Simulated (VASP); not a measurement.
Calculation: RPBE GGA, VASP's PBE PAW potentials (set 64) (plane waves; VASP).

Input for VASP

### KPOINTS
```
Automatic mesh
0
Gamma
5 5 5
0 0 0
```

**INCAR**
```
! general
SYSTEM  = BaZrO3
PREC    = Accurate
ENCUT   = 520   ! plane-wave cut-off (eV)
LREAL   = F   ! projection in real space or not
LASPH   = T   ! aspherical one-centre terms

! electronic loop
EDIFF   = 1E-7   ! SCF stop (eV)
NELM    = 100   ! most electronic steps
ALGO    = Normal
LMAXMIX = 4

! smearing
ISMEAR  = 0
SIGMA   = 0.05

! functional
GGA     = RP

! ions
ISIF    = 2

! output
LWAVE   = F
LCHARG  = F
```

File POSCAR:
```
BaZrO3
4.2274070
  0.9999999870   0.0000000000   0.0000000000
  0.0000000000   0.9999999870   0.0000000000
  0.0000000000   0.0000000000   0.9999999870
Ba Zr O
1 1 3
Cartesian
  0.0000000000   0.0000000000   0.0000000000
  0.4999999935   0.4999999935   0.4999999935
  0.4999999935   0.0000000000   0.4999999935
  0.0000000000   0.4999999935   0.4999999935
  0.4999999935   0.4999999935   0.0000000000
```

POTCAR, in this order: Ba_sv Zr_sv O (PBE.64 set). Program: vasp_std.

Output of the run:

OUTCAR:
```
 ion  position               nearest neighbor table
   1  0.000  0.000  0.000-   3 2.99   4 2.99   5 2.99   3 2.99   4 2.99   4 2.99   5 2.99   4 2.99
                             3 2.99   5 2.99   3 2.99   5 2.99   2 3.66   2 3.66   2 3.66   2 3.66
   2  0.500  0.500  0.500-   3 2.11   4 2.11   5 2.11   5 2.11   3 2.11   4 2.11   1 3.66   1 3.66
                             1 3.66   1 3.66   1 3.66   1 3.66   1 3.66   1 3.66
   3  0.500  0.000  0.500-   2 2.11   2 2.11   1 2.99   1 2.99   1 2.99   1 2.99
   4  0.000  0.500  0.500-   2 2.11   2 2.11   1 2.99   1 2.99   1 2.99   1 2.99
   5  0.500  0.500  0.000-   2 2.11   2 2.11   1 2.99   1 2.99   1 2.99   1 2.99
  LATTYP: Found a simple cubic cell.
 ALAT       =     4.2274069452
 Subroutine PRICEL returns:
 Original cell was already a primitive cell.
 Subroutine GETGRP returns: Found 48 space group operations
The static configuration has the point symmetry O_h .
The dynamic configuration has the point symmetry O_h .
 Subroutine INISYM returns: Found 48 space group operations
 Subroutine IBZKPT returns following result:
 Found     10 irreducible k-points:

 Following reciprocal coordinates:
            Coordinates               Weight
  0.000000  0.000000  0.000000      1.000000
  0.200000  0.000000  0.000000      6.000000
  0.400000  0.000000  0.000000      6.000000
  0.200000  0.200000  0.000000     12.000000
  0.400000  0.200000  0.000000     24.000000
  0.400000  0.400000  0.000000     12.000000
  0.200000  0.200000  0.200000      8.000000
  0.400000  0.200000  0.200000     24.000000
  0.400000  0.400000  0.200000     24.000000
  0.400000  0.400000  0.400000      8.000000
   k-points           NKPTS =     10   k-points in BZ     NKDIM =     10   number of bands    NBANDS=     24
   number of dos      NEDOS =    301   number of ions     NIONS =      5
   total plane-waves  NPLWV =  32768
   dimension x,y,z NGX =    32 NGY =   32 NGZ =   32
   dimension x,y,z NGXF=    64 NGYF=   64 NGZF=   64
   ions per type =               1   1   3
   PREC   = accura    normal or accurate (medium, high low for compatibility)
   ISTART =      0    job   : 0-new  1-cont  2-samecut
   ICHARG =      2    charge: 1-file 2-atom 10-const
   ISPIN  =      1    spin polarized calculation?
   LNONCOLLINEAR =      F non collinear calculations
   LSORBIT =      F    spin-orbit coupling
   INIWAV =      1    electr: 0-lowe 1-rand  2-diag
   ENCUT  =  520.0 eV  38.22 Ry    6.18 a.u.   7.86  7.86  7.86*2*pi/ulx,y,z
   NELM   =    100;   NELMIN=  2; NELMDL= -5     # of ELM steps
   EDIFF  = 0.1E-06   stopping-criterion for ELM
   LREAL  =      F    real-space projection
   NLSPLINE    = F    spline interpolate recip. space projectors
   LMAXMIX     =    4 max onsite mixed and CHGCAR
   VOSKOWN=      0    Vosko Wilk Nusair interpolation
   EDIFFG = 0.1E-05   stopping-criterion for IOM
   NSW    =      0    number of steps for IOM
   NBLOCK =      1;   KBLOCK =      1    inner block; outer block
   IBRION =     -1    ionic relax: 0-MD 1-quasi-New 2-CG
   NFREE  =      0    steps in history (QN), initial steepest desc. (CG)
   ISIF   =      2    stress and relaxation
   ISYM   =      2    0-nonsym 1-usesym 2-fastsym
   TEIN   =    0.0    initial temperature
   TEBEG  =    0.0;   TEEND  =   0.0 temperature during run
   SMASS  =  -3.00    Nose mass-parameter (am)
   PSTRESS=    0.0 pullay stress
   NELECT =      40.0000    total number of electrons
   EFERMI =   0.00;   METHOD = LEGACY
   ISMEAR =     0;   SIGMA  =   0.05  broadening in eV -4-tet -1-fermi 0-gaus
   IALGO  =     38    algorithm
   LDIAG  =      T    sub-space diagonalisation (order eigenvalues)
   IMIX   =      4    mixing-type and parameters
     AMIX     =   0.40;   BMIX     =  1.00
     AMIX_MAG =   1.60;   BMIX_MAG =  1.00
     AMIN     =   0.10
   GGA     = RP    functional components
   VOSKOWN =     0    Vosko Wilk Nusair interpolation
   LHFCALC =     F    Hartree Fock is set to
   LHFONE  =     F    Hartree Fock one center treatment
...
```

File OSZICAR:
```
       N       E                     dE             d eps       ncg     rms          rms(c)
DAV:   1     0.328233454031E+03    0.32823E+03   -0.22360E+04   480   0.163E+03
DAV:   2    -0.272152760329E+02   -0.35545E+03   -0.34683E+03   648   0.391E+02
DAV:   3    -0.468595914891E+02   -0.19644E+02   -0.19630E+02   776   0.914E+01
DAV:   4    -0.472714888362E+02   -0.41190E+00   -0.41185E+00   696   0.109E+01
DAV:   5    -0.472827672023E+02   -0.11278E-01   -0.11278E-01   688   0.117E+00    0.286E+01
DAV:   6    -0.395988277796E+02    0.76839E+01   -0.47008E+01   600   0.443E+01    0.124E+01
DAV:   7    -0.396795732191E+02   -0.80745E-01   -0.37997E+00   728   0.107E+01    0.728E+00
DAV:   8    -0.396953492122E+02   -0.15776E-01   -0.40682E-01   592   0.508E+00    0.732E-01
DAV:   9    -0.396951421564E+02    0.20706E-03   -0.79620E-02   696   0.165E+00    0.493E-01
DAV:  10    -0.396993903990E+02   -0.42482E-02   -0.22512E-02   640   0.134E+00    0.281E-01
DAV:  11    -0.396988952110E+02    0.49519E-03   -0.27669E-03   632   0.459E-01    0.514E-02
DAV:  12    -0.396990532020E+02   -0.15799E-03   -0.43155E-04   560   0.162E-01    0.440E-02
DAV:  13    -0.396990624587E+02   -0.92567E-05   -0.58651E-05   784   0.510E-02    0.899E-03
DAV:  14    -0.396990642090E+02   -0.17503E-05   -0.51467E-06   608   0.184E-02    0.600E-03
DAV:  15    -0.396990645979E+02   -0.38895E-06   -0.36817E-06   680   0.153E-02    0.131E-03
DAV:  16    -0.396990647382E+02   -0.14026E-06   -0.16859E-07   592   0.281E-03    0.743E-04
DAV:  17    -0.396990648309E+02   -0.92758E-07   -0.42192E-08   448   0.154E-03
   1 F= -.39699065E+02 E0= -.39699065E+02  d E =-.337112E-21
```

### OUTCAR
```
------------------------ aborting loop because EDIFF is reached ----------------------------------------
  FORCE on cell =-STRESS in cart. coord.  units (eV):
  Direction    XX          YY          ZZ          XY          YZ          ZX
  --------------------------------------------------------------------------------------
  Total        2.0691995      2.0691995      2.0691995      0.0000000     -0.0000000     -0.0000000
  in kB       43.8824409     43.8824409     43.8824409      0.0000000     -0.0000000     -0.0000000
  external PRESSURE =      43.8824409 kB  Pullay stress =       0.0000000 kB
  volume of cell :       75.55
      direct lattice vectors                 reciprocal lattice vectors
     4.227406945  0.000000000  0.000000000     0.236551629  0.000000000  0.000000000
     0.000000000  4.227406945  0.000000000     0.000000000  0.236551629  0.000000000
     0.000000000  0.000000000  4.227406945     0.000000000  0.000000000  0.236551629
 POSITION                                       TOTAL-FORCE (eV/Angst)
 -----------------------------------------------------------------------------------
      0.00000      0.00000      0.00000         0.000000      0.000000      0.000000
      2.11370      2.11370      2.11370         0.000000      0.000000      0.000000
      2.11370      0.00000      2.11370         0.000000      0.000000      0.000000
      0.00000      2.11370      2.11370         0.000000      0.000000      0.000000
      2.11370      2.11370      0.00000         0.000000      0.000000      0.000000
 -----------------------------------------------------------------------------------
    total drift:                                0.000000     -0.000000     -0.000000
  FREE ENERGIE OF THE ION-ELECTRON SYSTEM (eV)
  ---------------------------------------------------
  free  energy   TOTEN  =       -39.6990648309 eV

  energy  without entropy=      -39.6990648309  energy(sigma->0) =      -39.69906483
```
(Selected blocks of OUTCAR.)

The compound is BaZrO3 in the cubic perovskite structure. This cell is one point of a volume scan, at 0.97 of the reference volume.
